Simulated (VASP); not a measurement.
```yaml
crystal:
  lattice:
    - [1.53757, -2.66315, 0.00000]
    - [1.53757, 2.66315, 0.00000]
    - [0.00000, 0.00000, 5.04814]
  atoms:
    - { symbol: Si, position: [0.66667, 0.33333, 0.49960] }
    - { symbol: Si, position: [0.33333, 0.66667, 0.99960] }
    - { symbol: C, position: [0.66667, 0.33333, 0.87540] }
    - { symbol: C, position: [0.33333, 0.66667, 0.37540] }
```

Calculation: AM05 GGA, VASP's PBE PAW potentials (set 64) (plane waves; VASP 6.6.1). Numerical set-up: 520 eV cut-off, 9×9×5 Γ-centred mesh, tetrahedra with Blöchl corrections, potentials Si C.

The cores are frozen, which limits the accuracy of field gradients.

### Question
Give the principal components of the electric field gradient (V/Å²) and the asymmetry η at each nucleus.

### Answer

```csv
atom,Vxx,Vyy,Vzz,η
Si1,-1.6,-1.6,3.3,0.00
Si2,-1.6,-1.6,3.3,0.00
C3,-1.1,-1.1,2.2,0.00
C4,-1.1,-1.1,2.2,0.00
```

The compound is SiC in the wurtzite structure, the rare 2H polytype. It was relaxed first.
